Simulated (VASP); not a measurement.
Level of theory: r2SCAN meta-GGA, VASP's PBE PAW potentials (set 64) (plane waves; VASP 6.6.1).

A VASP calculation is set up with these files.

### KPOINTS
```
Automatic mesh
0
Gamma
10 10 3
0 0 0
```

**POSCAR**
```
ScAl
1.0
  3.2472343409   0.0000000000   0.0000000000
 -1.6236171704   2.8121874526   0.0000000000
  0.0000000000   0.0000000000   9.2495542971
Sc Al
2 2
direct
  0.0000000000   1.0000000000   0.0000000000
  0.0000000000   1.0000000000   0.5000000000
  0.3333330000   0.6666670000   0.2500000000
  0.6666670000   0.3333330000   0.7500000000
```

INCAR:
```
NSW = 60   # most ionic steps
LCHARG = F
LASPH = T   # aspherical one-centre terms
ENCUT = 400   # plane-wave cut-off (eV)
IBRION = 2   # conjugate gradients
LWAVE = F
ISIF = 3
ALGO = Normal   # blocked Davidson
NELM = 100
EDIFFG = -0.02   # ionic stop
PREC = Accurate
LMAXMIX = 4   # l cut-off of mixed one-centre charges
SIGMA = 0.1   # width (eV)
METAGGA = R2SCAN
SYSTEM = ScAl
LMIXTAU = T
LREAL = F
ISMEAR = 1
EDIFF = 1E-6   # SCF stop (eV)
```

POTCAR, in this order: Sc_sv Al (PBE.64 set). Program: vasp_std.

Output

**OUTCAR**
```
 ion  position               nearest neighbor table
   1  0.000  0.000  0.000-   3 2.98   4 2.98   4 2.98   3 2.98   4 2.98   3 2.98
   2  0.000  0.000  0.500-   3 2.98   4 2.98   4 2.98   3 2.98   4 2.98   3 2.98
   3  0.333  0.667  0.250-   1 2.98   2 2.98   1 2.98   2 2.98   1 2.98   2 2.98
   4  0.667  0.333  0.750-   1 2.98   2 2.98   1 2.98   2 2.98   1 2.98   2 2.98
  LATTYP: Found a hexagonal cell.
 ALAT       =     3.2472343409
 C/A-ratio  =     2.8484406501
 Subroutine PRICEL returns:
 Original cell was already a primitive cell.
 Subroutine GETGRP returns: Found 24 space group operations
The static configuration has the point symmetry D_3d.
 The point group associated with its full space group is D_6h.
The dynamic configuration has the point symmetry D_3d.
 Subroutine INISYM returns: Found 24 space group operations
 Subroutine IBZKPT returns following result:
 Found     28 irreducible k-points:

 Following reciprocal coordinates:
            Coordinates               Weight
  0.000000  0.000000  0.000000      1.000000
  0.100000  0.000000  0.000000      6.000000
  0.200000  0.000000  0.000000      6.000000
  0.300000  0.000000  0.000000      6.000000
  0.400000  0.000000  0.000000      6.000000
  0.500000  0.000000  0.000000      3.000000
  0.100000  0.100000  0.000000      6.000000
  0.200000  0.100000  0.000000     12.000000
  0.300000  0.100000  0.000000     12.000000
  0.400000  0.100000  0.000000     12.000000
  0.200000  0.200000  0.000000      6.000000
  0.300000  0.200000  0.000000     12.000000
  0.400000  0.200000  0.000000      6.000000
  0.300000  0.300000  0.000000      6.000000
  0.000000  0.000000  0.333333      2.000000
  0.100000  0.000000  0.333333     12.000000
  0.200000  0.000000  0.333333     12.000000
  0.300000  0.000000  0.333333     12.000000
  0.400000  0.000000  0.333333     12.000000
  0.500000  0.000000  0.333333      6.000000
...
```

File OSZICAR:
```
       N       E                     dE             d eps       ncg     rms          rms(c)
DAV:   1     0.285978117090E+03    0.28598E+03   -0.11191E+04  1048   0.125E+03
DAV:   2    -0.227526465211E+02   -0.30873E+03   -0.30520E+03  1368   0.607E+02
DAV:   3    -0.435501275588E+02   -0.20797E+02   -0.19936E+02  1718   0.146E+02
DAV:   4    -0.440995759474E+02   -0.54945E+00   -0.53735E+00  1624   0.199E+01
DAV:   5    -0.441106667907E+02   -0.11091E-01   -0.10731E-01  1656   0.251E+00    0.115E+01
DAV:   6    -0.392144977174E+02    0.48962E+01   -0.10726E+01  1354   0.428E+01    0.371E+00
DAV:   7    -0.373523420461E+02    0.18622E+01   -0.78647E-01  1518   0.889E+00    0.176E+00
DAV:   8    -0.371967430555E+02    0.15560E+00   -0.10363E+00  1270   0.960E+00    0.107E+00
DAV:   9    -0.369932292499E+02    0.20351E+00   -0.58868E-01  1244   0.804E+00    0.292E-01
DAV:  10    -0.369254867777E+02    0.67742E-01   -0.17007E-01  1266   0.422E+00    0.279E-01
DAV:  11    -0.369509077612E+02   -0.25421E-01   -0.50566E-02  1358   0.218E+00    0.206E-01
DAV:  12    -0.369163012255E+02    0.34607E-01   -0.44337E-02  1062   0.225E+00    0.162E-01
DAV:  13    -0.369470530651E+02   -0.30752E-01   -0.20701E-02  1070   0.151E+00    0.821E-02
DAV:  14    -0.369393459551E+02    0.77071E-02   -0.17711E-03  1542   0.466E-01    0.668E-02
DAV:  15    -0.369455805118E+02   -0.62346E-02   -0.17041E-03  1256   0.420E-01    0.743E-02
DAV:  16    -0.369466359116E+02   -0.10554E-02   -0.78240E-03  1080   0.888E-01    0.158E-02
DAV:  17    -0.369469167941E+02   -0.28088E-03   -0.44282E-04  1376   0.219E-01    0.118E-02
DAV:  18    -0.369469191435E+02   -0.23494E-05   -0.33605E-05  1212   0.424E-02    0.795E-03
DAV:  19    -0.369469841912E+02   -0.65048E-04   -0.88811E-05  1262   0.684E-02    0.553E-03
DAV:  20    -0.369469873434E+02   -0.31522E-05   -0.11327E-05  1192   0.382E-02    0.353E-03
DAV:  21    -0.369469897330E+02   -0.23895E-05   -0.75535E-06  1078   0.156E-02    0.135E-03
DAV:  22    -0.369469873875E+02    0.23455E-05   -0.61261E-07   584   0.104E-02    0.103E-03
DAV:  23    -0.369469879429E+02   -0.55543E-06   -0.50048E-07   570   0.774E-03
   1 F= -.36946988E+02 E0= -.36947760E+02  d E =-.369470E+02
```

**OUTCAR**
```
------------------------ aborting loop because EDIFF is reached ----------------------------------------
  FORCE on cell =-STRESS in cart. coord.  units (eV):
  Direction    XX          YY          ZZ          XY          YZ          ZX
  --------------------------------------------------------------------------------------
  Total       -0.0237232     -0.0237232     -0.0479003     -0.0000000      0.0000000      0.0000000
  in kB       -0.4499930     -0.4499930     -0.9085942     -0.0000000      0.0000000      0.0000000
  external PRESSURE =      -0.6028601 kB  Pullay stress =       0.0000000 kB
  volume of cell :       84.47
      direct lattice vectors                 reciprocal lattice vectors
     3.247234341  0.000000000  0.000000000     0.307954368  0.177797536  0.000000000
    -1.623617170  2.812187453  0.000000000     0.000000000  0.355595072  0.000000000
     0.000000000  0.000000000  9.249554297     0.000000000  0.000000000  0.108113317
 POSITION                                       TOTAL-FORCE (eV/Angst)
 -----------------------------------------------------------------------------------
      0.00000      0.00000      0.00000         0.000000      0.000000      0.000000
      0.00000      0.00000      4.62478         0.000000      0.000000      0.000000
     -0.00000      1.87479      2.31239        -0.000000      0.000000     -0.000000
      1.62362      0.93739      6.93717         0.000000     -0.000000     -0.000000
 -----------------------------------------------------------------------------------
    total drift:                                0.000000     -0.000000     -0.000000
  FREE ENERGIE OF THE ION-ELECTRON SYSTEM (eV)
  ---------------------------------------------------
  free  energy   TOTEN  =       -36.9469879429 eV

  energy  without entropy=      -36.9493042719  energy(sigma->0) =      -36.94776005

 reached required accuracy - stopping structural energy minimisation
```
(Selected blocks of OUTCAR.)

**OUTCAR**
```
 val. band max:        4.9320081975   @ k =   0.5000   0.0000   0.3333

 cond. band min:       4.9502595470   @ k =   0.4000   0.0000   0.3333


 Fermi energy:         4.9469236614

 k-point     1 :       0.0000    0.0000    0.0000
  band No.  band energies     occupation
      1     -46.5255      2.00000
      2     -46.5253      2.00000
      3     -24.2417      2.00000
      4     -24.2314      2.00000
      5     -24.0046      2.00000
      6     -24.0046      2.00000
      7     -24.0044      2.00000
      8     -24.0043      2.00000
      9      -3.3860      2.00000
     10      -2.2990      2.00000
     11       0.1533      2.00000
     12       3.5630      2.00000
     13       4.0127      2.00000
     14       6.0257     -0.00000
     15       6.8291     -0.00000
     16       6.8292     -0.00000
     17       6.9061     -0.00000
     18       6.9061     -0.00000

 k-point     2 :       0.1000    0.0000    0.0000
  band No.  band energies     occupation
      1     -46.5213      2.00000
      2     -46.5213      2.00000
      3     -24.2361      2.00000
      4     -24.2262      2.00000
      5     -24.0374      2.00000
      6     -24.0371      2.00000
      7     -24.0120      2.00000
      8     -24.0118      2.00000
      9      -3.1765      2.00000
     10      -2.1300      2.00000
     11       0.3853      2.00000
     12       3.7642      2.00000
     13       4.0016      2.00000
     14       6.1329     -0.00000
     15       6.5381     -0.00000
     16       6.7094     -0.00000
     17       6.9835      0.00000
     18       7.0701      0.00000

 k-point     3 :       0.2000    0.0000    0.0000
  band No.  band energies     occupation
      1     -46.5104      2.00000
      2     -46.5101      2.00000
      3     -24.2215      2.00000
      4     -24.2125      2.00000
      5     -24.1225      2.00000
      6     -24.1218      2.00000
      7     -24.0314      2.00000
      8     -24.0312      2.00000
      9      -2.5584      2.00000
...
```

The structure was generated: ScAl was put into the NiAs type type (P6_3/mmc), which need not be its known phase. It was relaxed first, which changed the volume by -30 %. The start is the result of an earlier pass.
